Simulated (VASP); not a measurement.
```yaml
crystal:
  lattice:
    - [0.00000, 2.87892, 2.87892]
    - [2.87892, 0.00000, 2.87892]
    - [2.87892, 2.87892, 0.00000]
  atoms:
    - { symbol: Ge, position: [0.00000, 0.00000, 0.00000] }
    - { symbol: Ge, position: [0.25000, 0.25000, 0.25000] }
```

The numbers are results of PBE GGA, VASP's PBE PAW potentials (set 64) (plane waves; VASP), not measurements. Numerical set-up: 350 eV cut-off, Gaussian smearing of 0.050 eV, potentials Ge_d.

Problem. Give the energies of bands 12 to 17 at the high-symmetry points, in eV from the Fermi level.

Solution. 
| band | Γ | X | U | L | W |
|---|---|---|---|---|---|
| 12 | -0.44 | -8.69 | -8.13 | -7.37 | -8.61 |
| 13 | 0.00 | -2.90 | -4.07 | -1.33 | -3.66 |
| 14 | 0.00 | -2.90 | -2.48 | -1.33 | -3.66 |
| 15 | 0.00 | 0.82 | 1.19 | 0.03 | 4.11 |
| 16 | 2.53 | 0.82 | 3.98 | 3.72 | 4.11 |
| 17 | 2.53 | 9.08 | 6.90 | 3.72 | 4.69 |

It has no gap at this level: it comes out as a metal or semimetal.

Measured: gap 0.79 eV (computed value off by -0.79 eV), as given by Anna Miglio et al., npj Computational Materials (2020), arXiv:2011.12765 [measured zero-point renormalisation of 52 meV added back].

The compound is Ge in the diamond structure. It was relaxed first, which changed the volume by +5 %.
